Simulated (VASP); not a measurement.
Here is the system:

```
CoGa
1.0
    2.83664     0.00000     0.00000
    0.00000     2.83664     0.00000
    0.00000     0.00000     2.83664
Ga Co
1 1
Cartesian
  1.41832   1.41832   1.41832
  0.00000   0.00000   0.00000
```

The numbers are results of AM05 GGA, VASP's PBE PAW potentials (set 64) (plane waves; VASP 6.6.1), not measurements. Run with 520 eV cut-off, 14×14×14 Γ-centred mesh, tetrahedra with Blöchl corrections, potentials Ga_d Co.

Tabulate the total density of states (states/eV per cell) against energy (eV; zero at the valence-band maximum or, without a gap, the Fermi level).

```
E (eV) | DOS (states/eV)
    -9.98 | ## 0.25
    -9.38 | ## 0.29
    -8.90 | ## 0.34
    -8.30 | ### 0.45
    -7.70 | ### 0.45
    -7.22 | ### 0.41
    -6.62 | ### 0.47
    -6.02 | ### 0.40
    -5.54 | ### 0.39
    -4.94 | ### 0.46
    -4.34 | ####### 0.95
    -3.86 | ########## 1.38
    -3.26 | ########## 1.37
    -2.66 | ################## 2.50
    -2.18 | ########### 1.53
    -1.58 | ############################# 4.07
    -0.98 | ############################## 4.20
    -0.50 | ##### 0.69
     0.10 | ################## 2.52
     0.70 | ###### 0.87
     1.18 | ##### 0.69
     1.78 | ### 0.38
     2.38 | ### 0.43
     2.86 | ###### 0.82
     3.46 | ##### 0.75
```
Within 2 eV below the Fermi level the largest weight inside VASP's projection spheres is Co d.

The compound is CoGa in the CsCl type structure. It was relaxed first. The run is not spin-polarised, so no magnetic state was tried.
